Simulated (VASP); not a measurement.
Wanted: the native input for a VASP 6.6.1 run.

| Item | Value |
| --- | --- |
| Task | relaxation of cell and atoms |
| Functional | PBE |
| Potentials or basis | VASP PAW PBE potentials, release 64 (Mg, Cd, S) |
| Cutoff | 520 eV |
| k mesh | 4 × 4 × 4 |
| Occupations | gaussian, width 0.03 eV |
| Spin | no spin polarisation |
| Further INCAR settings | ALGO = Normal; EDIFF = 1e-07; IBRION = 2; POTIM = 0.3; EDIFFG = -0.005; NSW = 60; ISIF = 3 |

The structure of Mg2CdS3 lies in POSCAR:

```
Mg2CdS3                                 
1.0
    6.1393083175     -3.5442412509      0.0000000000
    6.1393083175      3.5442412509      0.0000000000
    0.0000000000      0.0000000000      6.6209068568
  Mg              Cd              S             
     4     2     6
Direct
     0.4971609684966317    0.1664420612934626    0.4987660738571041
     0.5028390315033683    0.8335579387065374    0.9987660738571043
     0.1664420612934626    0.4971609684966317    0.9987660738571043
     0.8335579387065374    0.5028390315033683    0.4987660738571041
     0.1700342653811411    0.8299657346188590    0.4975088667300071
     0.8299657346188590    0.1700342653811411    0.9975088667300070
     0.1773603597417901    0.8226396402582098    0.8868530134008263
     0.4888315463505555    0.1667040645184053    0.8715906560774801
     0.5111684536494445    0.8332959354815948    0.3715906560774802
     0.8226396402582098    0.1773603597417901    0.3868530134008264
     0.1667040645184053    0.4888315463505555    0.3715906560774802
     0.8332959354815948    0.5111684536494445    0.8715906560774801
```

The cell was built by a generator and needn't be a form met in nature.

These files were run (other wordings do the same):

INCAR

```
  PREC = Accurate
  ENCUT = 520
  EDIFF = 1E-7
  ISMEAR = 0
  SIGMA = 0.03
  LREAL = F
  LASPH = T
  NELM = 120
  ALGO = Normal
  ISIF = 3
  LWAVE = F
  LCHARG = F
  GGA = PE
  IBRION = 2
  NSW = 60
  EDIFFG = -0.005
  POTIM = 0.3
  KPAR = 4
```

KPOINTS

```
Automatic mesh
0
Gamma
  4 4 4
```

Potentials or basis: VASP PAW PBE potentials, release 64 (Mg, Cd, S).

Run with:

```bash
$ cat potpaw_PBE.64/Mg/POTCAR potpaw_PBE.64/Cd/POTCAR potpaw_PBE.64/S/POTCAR > POTCAR
$ mpirun -np 4 vasp_std > vasp.out
```

It gave:

- Relaxed volume: 24.02 Å³/atom
- Relaxed cell: a = 7.090 Å, b = 7.090 Å, c = 6.622 Å, α = 90.00°, β = 90.00°, γ = 59.99°
- Space group after relaxing (to 0.05 Å): Cmc2_1 (No. 36)
- Energy gained by relaxing: 0.0 meV/atom
- Ionic steps: 7
- Pressure after relaxing: 0.0 GPa
- Largest force after relaxing: 0.004 eV/Å
- Band gap on the k mesh: 2.56 eV, direct

Run time: 3.3 min on 4 MPI ranks on Intel(R) Xeon(R) 6975P-C (Granite Rapids), with other jobs on the host, peak memory 0.53 GiB a rank.
